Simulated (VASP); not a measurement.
Data:

```
Zn
1.0
    1.33565    -2.31342     0.00000
    1.33565     2.31342     0.00000
    0.00000     0.00000     4.85334
Zn
2
Cartesian
  1.33565   0.77114   1.21333
  1.33565  -0.77114   3.64000
```

Method: PBE GGA, VASP's PBE PAW potentials (set 64) (plane waves; VASP 6.6.1). Run with 480 eV cut-off, 14×14×8 Γ-centred mesh, first-order Methfessel-Paxton smearing of 0.10 eV, potentials Zn.

Energy and stress use the plane-wave basis of the starting cell.

Q: The ions, cell shape and volume at an external pressure of 20.0 GPa are relaxed. Predict the relaxed structure.

A: 
```
Zn
1.0
    1.28598    -2.22738     0.00000
    1.28598     2.22738     0.00000
    0.00000     0.00000     4.40748
Zn
2
Cartesian
  1.28598   0.74246   1.10187
  1.28598  -0.74246   3.30561
```
Space group P6_3/mmc (194), at a tolerance of 0.03 Å.

Q: How do energy and volume change from the first to the last step?

A: The energy (σ→0) changes by +124.5 meV/atom and the volume by -15.8 %, in 13 ionic steps.

```
step  E(σ→0) (eV)  max force (eV/Å)  pressure (GPa)  volume (Å³)
----  -----------  ----------------  --------------  -----------
1         -2.2111             0.000            0.54        29.99
2         -1.4395             0.000           44.28        22.76
3         -1.9693             0.000           19.67        25.53
4         -1.9588             0.000           20.22        25.45
5         -1.9588             0.000           20.25        25.32
6         -1.9031             0.000           22.40        24.87
7         -1.9363             0.000           21.11        25.06
8         -1.9517             0.000           20.60        25.17
9         -1.9456             0.000           20.81        25.12
10        -1.9473             0.000           20.79        25.13
11        -1.9481             0.000           20.76        25.14
12        -1.9797             0.000           19.04        25.39
13        -1.9621             0.000           20.00        25.25
```

The compound is Zn in the hcp structure. This run relaxes it under an external pressure of 20 GPa. Symmetry was kept, so distortions that lower it aren't found.
